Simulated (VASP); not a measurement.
Given:

```
CoTi
1.0
    2.95947     0.00000     0.00000
    0.00000     2.95947     0.00000
    0.00000     0.00000     2.95947
Ti Co
1 1
Cartesian
  0.00000   0.00000   0.00000
  1.47973   1.47973   1.47973
```

Calculation: optB88-vdW, VASP's PBE PAW potentials (set 64) (plane waves; VASP). Numerical set-up: 520 eV cut-off, 11×11×11 Γ-centred mesh, first-order Methfessel-Paxton smearing of 0.10 eV, potentials Ti_sv Co.

Estimate the energy per atom (σ→0), band gap (on the k-mesh) with the smallest direct gap where there is one.

```
Quantity                                                    Result
------------------------  ----------------------------------------
band gap (on the k-mesh)  none (metal, semimetal or under 0.01 eV)
energy per atom (σ→0)                               -5.013 eV/atom
```

Total energies compare only between runs with the same potentials, cut-off and functional.

The compound is TiCo in the CsCl type structure. It was relaxed first. The start is the result of an earlier pass. The run is not spin-polarised, so no magnetic state was tried. The electron count is odd and the run is not spin-polarised, which forces a metal.
